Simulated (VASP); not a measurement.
```yaml
crystal:
  lattice:
    - [2.23000, -3.86247, 0.00000]
    - [2.23000, 3.86247, 0.00000]
    - [0.00000, 0.00000, 5.93000]
  atoms:
    - { symbol: Te, position: [0.00000, 0.26300, 0.66667] }
    - { symbol: Te, position: [0.73700, 0.73700, 0.00000] }
    - { symbol: Te, position: [0.26300, 0.00000, 0.33333] }
```

All values below come from PBE GGA, VASP's PBE PAW potentials (set 64) (plane waves; VASP 6.6.1). Run with 400 eV cut-off, 6×6×4 Γ-centred mesh, Gaussian smearing of 0.050 eV, potentials Te.

Problem. Which forces act on the atoms, in eV/Å?

Solution. 
```tsv
atom	Fx	Fy	Fz
Te1	0.159	0.275	0.000
Te2	-0.318	0.000	0.000
Te3	0.159	-0.275	0.000
```

Problem. Give the stress tensor in GPa (positive for a compressed cell).

Solution. 
```
1.82  0.00  0.00
0.00  1.82  0.00
0.00  0.00  2.34
```
The pressure is its mean diagonal, 1.99 GPa.

The compound is Te in the trig structure. The cell was not relaxed at this level.
